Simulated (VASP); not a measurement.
Set up this calculation in VASP 6.6.1, as the native input.

- Task: single point
- Functional: PBE
- Potentials or basis: VASP PAW PBE potentials, release 64 (O, Se, Ti_sv)
- Cutoff: 520 eV
- k mesh: 3 × 5 × 3, shifted
- Occupations: fermi-dirac, width 0.1 eV
- Spin: collinear spin, zero start
- Starting moments: [0.0, 0.0, 0.0, 0.0, 0.0, 0.0, 0.0, 0.0, 0.0, 0.0, 0.0] μB
- Dipole correction: no
- Further INCAR settings: ALGO = Normal; EDIFF = 1e-06; NBANDS = 60

The structure of Ti4Se3O4 lies in POSCAR:

```
Ti4Se3O4
1.0
   -7.7833240000      0.0201100000     -0.0085260000
    0.0095300000     -3.6955870000      0.0073980000
    0.0017180000      1.8359240000      5.9511760000
O Se Ti
4 3 4
Direct
    0.0089600000      0.9968080000      0.9962840000
    0.4966770000      0.0284510000      0.0268210000
    0.7610710000      0.7063290000      0.3651290000
    0.2369610000      0.6709400000      0.3907100000
    0.6388610000      0.3462710000      0.7168850000
    0.3652300000      0.3569220000      0.7106160000
    0.9880590000      0.3168150000      0.6299200000
    0.7670450000      0.0939350000      0.1552150000
    0.2348880000      0.0627490000      0.1736240000
    0.9999130000      0.6100630000      0.1797310000
    0.4824220000      0.6073740000      0.2353690000
```

The cell was built by a generator and needn't be a form met in nature.

These files were run (other wordings do the same):

INCAR

```
SYSTEM = Ti4Se3O4
PREC     = Accurate       ! precision mode
ENCUT    = 520            ! plane-wave cutoff, eV
EDIFF    = 1E-6           ! SCF threshold, eV
ISMEAR   = -1             ! smearing method
SIGMA    = 0.1            ! smearing width, eV
LREAL    = .FALSE.        ! projectors in reciprocal space
LASPH    = .TRUE.         ! aspherical terms in the spheres
NELM     = 150            ! most SCF steps
ALGO     = Normal         ! electronic algorithm
ISIF     = 2              ! what is computed and relaxed
LWAVE    = .FALSE.        ! write WAVECAR
LCHARG   = .FALSE.        ! write CHGCAR
ISPIN    = 2              ! spin polarisation
MAGMOM   = 0 0 0 0 0 0 0 0 0 0 0 ! initial moments
LORBIT   = 11             ! projections on sites
LMAXMIX  = 4              ! l up to which the mixer works
GGA      = PE             ! functional
NBANDS   = 60             ! bands
```

KPOINTS

```
Automatic mesh
0
Gamma
  3 5 3
  0 0.5 0
```

Potentials or basis: VASP PAW PBE potentials, release 64 (O, Se, Ti_sv).

Launch:

```console
$ cat potpaw_PBE.64/O/POTCAR potpaw_PBE.64/Se/POTCAR potpaw_PBE.64/Ti_sv/POTCAR > POTCAR
$ mpirun -np 1 vasp_std > vasp.out
```

It gave:

* Pressure: -4.7 GPa
* Largest force: 5.003 eV/Å
* Band gap on the k mesh: none (metal or under the smearing width)
* Net moment: 0.00 μB per cell
* Valence electrons inside the program's atomic spheres: O 4.96, 4.91, 4.89, 4.90; Se 3.82, 3.69; Ti 10.18, 10.27, 10.31, 10.14

Caveat: semilocal functionals often make such compounds metallic where correlation or magnetic order opens a gap, which also shifts bond lengths; forces of over 1 eV/Å show positions far from the minimum, so gaps and moduli don't describe the material at rest.

Wall time 5 min on 1 thread of Intel(R) Xeon(R) 6975P-C (Granite Rapids), on a shared host, peak memory 0.52 GiB.
